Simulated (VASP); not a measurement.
Input:

```yaml
crystal:
  lattice:
    - [1.43552, -2.48639, 0.00000]
    - [1.43552, 2.48639, 0.00000]
    - [0.00000, 0.00000, 4.55209]
  atoms:
    - { symbol: Ti, position: [0.33333, 0.66667, 0.25000] }
    - { symbol: Ti, position: [0.66667, 0.33333, 0.75000] }
```

Calculation: PW91 GGA, VASP's PBE PAW potentials (set 64) (plane waves; VASP 6.6.1). Run with 520 eV cut-off, 14×14×8 Γ-centred mesh, first-order Methfessel-Paxton smearing of 0.10 eV, potentials Ti_sv.

Problem. Give the stress tensor in GPa (positive for a compressed cell).

Solution. 
```
7.73  0.00  0.00
0.00  7.73  0.00
0.00  0.00  7.69
```
The pressure is its mean diagonal, 7.72 GPa.

The compound is Ti in the hcp structure. This cell is one point of a volume scan, at 0.94 of the reference volume.
